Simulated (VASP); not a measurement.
Crystal: NbAl2N3.

```
CELL_PARAMETERS angstrom
3.54569 0.00000 0.00000
-1.77285 3.07066 0.00000
0.00000 0.00000 6.99928
ATOMIC_POSITIONS crystal
Al 0.33333 0.66667 0.75201
Al 0.33333 0.66667 0.24799
Nb 0.66667 0.33333 0.50000
N 0.66667 0.33333 0.00000
N 0.00000 0.00000 0.50000
N 0.00000 0.00000 0.00000
```

The cell was built by a generator and needn't be a form met in nature.

- Program: VASP 6.6.1
- Task: relaxation of cell and atoms
- Functional: PBE
- Potentials or basis: VASP PAW PBE potentials, release 64 (Al, Nb_sv, N)
- Cutoff: 520 eV
- k mesh: 5 × 5 × 2
- Occupations: gaussian, width 0.15 eV
- Spin: no spin polarisation

At the start: pressure -1.0 GPa; volume 12.70 Å³/atom.

Q: Where does the relaxation end?

A: Over 11 steps the energy falls by 428.9 meV/atom and the volume is 12.45 Å³/atom (-1.9 %); space group P-6m2 (No. 187, to 0.05 Å).

The path:
| step | energy change (eV) | largest force (eV/Å) | pressure (GPa) | volume (Å³) |
| --- | --- | --- | --- | --- |
| 1 | 0.0000 | 3.7141 | -1.04 | 76.21 |
| 2 | -1.2493 | 3.0165 | -3.74 | 75.29 |
| 3 | -2.5393 | 0.0840 | 0.44 | 73.44 |
| 4 | -2.5677 | 0.1170 | 1.56 | 73.86 |
| 5 | -2.5682 | 0.1255 | 1.56 | 73.81 |
| 6 | -2.5690 | 0.0911 | -1.50 | 75.72 |
| 7 | -2.5728 | 0.0872 | -0.37 | 74.76 |
| 8 | -2.5727 | 0.1093 | 0.00 | 74.64 |
| 9 | -2.5728 | 0.0943 | 0.01 | 74.69 |
| 10 | -2.5728 | 0.1035 | 0.05 | 74.73 |
| 11 | -2.5736 | 0.0326 | 0.07 | 74.73 |

Final structure:
```yaml
crystal:
  lattice:
    - [3.43852, 0.00000, 0.00000]
    - [-1.71926, 2.97785, 0.00000]
    - [0.00000, 0.00000, 7.29828]
  atoms:
    - { symbol: Al, position: [0.33333, 0.66667, 0.83135] }
    - { symbol: Al, position: [0.33333, 0.66667, 0.16865] }
    - { symbol: Nb, position: [0.66667, 0.33333, 0.50000] }
    - { symbol: N, position: [0.66667, 0.33333, 0.00000] }
    - { symbol: N, position: [0.00000, 0.00000, 0.50000] }
    - { symbol: N, position: [0.00000, 0.00000, 0.00000] }
```

Caveat: the k mesh is coarse (spacing up to 0.45 Å⁻¹), so the values aren't converged.
